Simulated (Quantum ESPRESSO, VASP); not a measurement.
Given: the input of a run of Quantum ESPRESSO 7.5 on B2Pt. 

pw.in

```
&CONTROL
  calculation = 'scf'
  prefix = 'pwscf'
  outdir = './tmp'
  pseudo_dir = './pseudo'
  tprnfor = .true.
  tstress = .true.
  disk_io = 'low'
/
&SYSTEM
  ibrav = 0
  nat = 6
  ntyp = 2
  ecutwfc = 55
  ecutrho = 440
  nbnd = 31
  occupations = 'smearing'
  smearing = 'fd'
  degauss = 0.00367493
/
&ELECTRONS
  conv_thr = 1.2d-09
  electron_maxstep = 120
  mixing_beta = 0.5
/
ATOMIC_SPECIES
B     10.8100 b_pbe_v1.4.uspp.F.UPF
Pt   195.0840 pt_pbe_v1.4.uspp.F.UPF
CELL_PARAMETERS angstrom
   0.0000000000    3.2343448700    3.2343448700
   3.2343448700    0.0000000000    3.2343448700
   3.2343448700    3.2343448700    0.0000000000
ATOMIC_POSITIONS crystal
B      0.1250000000    0.1250000000    0.1250000000
B      0.6250000000    0.1250000000    0.1250000000
B      0.1250000000    0.1250000000    0.6250000000
B      0.1250000000    0.6250000000    0.1250000000
Pt     0.5000000000    0.5000000000    0.5000000000
Pt     0.7500000000    0.7500000000    0.7500000000
K_POINTS automatic
7 7 7 0 0 0
```

The input pp_density.in:

```
&INPUTPP
  prefix = 'pwscf'
  outdir = './tmp'
  filplot = 'density.dat'
  plot_num = 0
/
&PLOT
  nfile = 1
  filepp(1) = 'density.dat'
  iflag = 3
  output_format = 6
  fileout = 'density.cube'
/
```

File pp_potential.in:

```
&INPUTPP
  prefix = 'pwscf'
  outdir = './tmp'
  filplot = 'potential.dat'
  plot_num = 11
/
&PLOT
  nfile = 1
  filepp(1) = 'potential.dat'
  iflag = 3
  output_format = 6
  fileout = 'potential.cube'
/
```

Potentials or basis: SSSP 1.3 efficiency PBE.

Run with:

```console
$ OMP_NUM_THREADS=1 pw.x -in pw.in > pw.out
$ OMP_NUM_THREADS=1 pp.x -in pp_density.in > pp_density.out
$ OMP_NUM_THREADS=1 pp.x -in pp_potential.in > pp_potential.out
```

Q: Translate it to VASP 6.6.1. Potentials or basis there: PBE PAW files B, Pt, 520 eV.

A: As run (cutoffs and basis follow the program's own potentials, and thresholds, step limits or extra output files can differ):

The input INCAR:

```
  ALGO = Normal
  EDIFF = 1E-7
  ENCUT = 520
  GGA = PE
  ISIF = 2
  ISMEAR = -1
  LASPH = T
  LCHARG = F
  LREAL = F
  LWAVE = F
  NBANDS = 25
  NELM = 100
  PREC = Accurate
  SIGMA = 0.05
```

File KPOINTS:

```
k-points
0
Gamma
  7 7 7
```

Contents of POSCAR:

```
B2Pt
1.0
    0.0000000000      3.2343448700      3.2343448700
    3.2343448700      0.0000000000      3.2343448700
    3.2343448700      3.2343448700      0.0000000000
B Pt
4 2
Direct
    0.1250000000      0.1250000000      0.1250000000
    0.6250000000      0.1250000000      0.1250000000
    0.1250000000      0.1250000000      0.6250000000
    0.1250000000      0.6250000000      0.1250000000
    0.5000000000      0.5000000000      0.5000000000
    0.7500000000      0.7500000000      0.7500000000
```

Potentials or basis: VASP PAW PBE potentials, release 64 (B, Pt).

Launch:

```console
$ cat potpaw_PBE.64/B/POTCAR potpaw_PBE.64/Pt/POTCAR > POTCAR
$ mpirun -np 1 vasp_std > vasp.out
```

Both were run:

|  | Quantum ESPRESSO | VASP |
| --- | --- | --- |
| Pressure | -27.8 GPa | -27.6 GPa |

The potentials hold 44 and 32 valence electrons a cell.

The cell lies far from this level's equilibrium.

Pressure is positive in compression.
